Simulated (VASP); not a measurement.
These are PBEsol GGA, VASP's PBE PAW potentials (set 64) (plane waves; VASP) values and carry that method's errors.

VASP ran on this input.

**POSCAR**
```
MgSe
1.0
  4.2066143681   0.0000000000   0.0000000000
 -2.1033071841   3.6430350468   0.0000000000
  0.0000000000   0.0000000000   6.8293177176
Mg Se
2 2
Cartesian
 -0.0000021033   2.4286912455   6.8247878715
  2.1033092873   1.2143438013   3.4101290127
 -0.0000021033   2.4286912455   2.5655239902
  2.1033092873   1.2143438013   5.9801828490
```

INCAR:
```
# general
SYSTEM  = MgSe
PREC    = Accurate
ENCUT   = 400
LREAL   = .FALSE.
LASPH   = .TRUE.

# electronic loop
EDIFF   = 1E-6
NELM    = 100
ALGO    = Normal
LMAXMIX = 4

# smearing
ISMEAR  = 0
SIGMA   = 0.05

# functional
GGA     = PS

# ions
IBRION  = 2
NSW     = 60
ISIF    = 3
EDIFFG  = -0.02

# output
LWAVE   = .FALSE.
LCHARG  = .FALSE.
```

### KPOINTS
```
Automatic mesh
0
Gamma
6 6 3
0 0 0
```

POTCAR, in this order: Mg Se (PBE.64 set). Program: vasp_std.

Question: What will the output report for the number of irreducible k-points (NKPTS), largest plane-wave count, number of space-group operations, FFT grid (NGX, NGY, NGZ)?

Answer: 
number of irreducible k-points (NKPTS): 14
largest plane-wave count: 1914
number of space-group operations: 12
FFT grid (NGX, NGY, NGZ): 28 × 28 × 48

The structure was generated: MgSe was put into the wurtzite type (P6_3mc), which need not be its known phase. This run relaxes it. Symmetry was kept, so distortions that lower it aren't found. The start is the result of an earlier pass.
